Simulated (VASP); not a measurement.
O2H2, in a box:

```
O H
1.0
    12.92245    0.00000    0.00000
     0.00000   13.42245    0.00000
     0.00000    0.00000   13.92245
O H
2 2
Cartesian
  6.4631 7.0416 7.6140
  6.4585 6.4361 6.2638
  6.4457 6.2159 8.1377
  6.4765 7.2616 5.7402
```

Base run:

```yaml
Program: VASP 6.6.1
Functional: RPBE
Dispersion: D3(BJ)
Potentials_or_basis: VASP PAW PBE potentials, release 64 (O, H)
Cutoff: 400 eV
k_mesh: 1 × 1 × 1
Occupations: gaussian, width 0.01 eV
Spin: no spin polarisation
```

Its results: gap between the frontier levels 4.05 eV; largest force 0.295 eV/Å.

**Question.** After a change of settings the same cell gave: gap between the frontier levels 6.54 eV; largest force 1.096 eV/Å. Which change was it?
A. functional from RPBE to PBEsol; dispersion from D3(BJ) to none
B. functional from RPBE to rev-vdW-DF2; dispersion from D3(BJ) to none
C. dispersion from D3(BJ) to none
D. functional from RPBE to HSE06; further incar settings from ALGO = Fast; EDIFF = 1e-06; ISYM = 0 to ALGO = Damped; EDIFF = 1e-06; ISYM = 0

**Answer.** D.

Caveats: the PAW data sets were made with another functional, which shifts forces and pressure a little.

Runs at the PBE level aren't shown here.
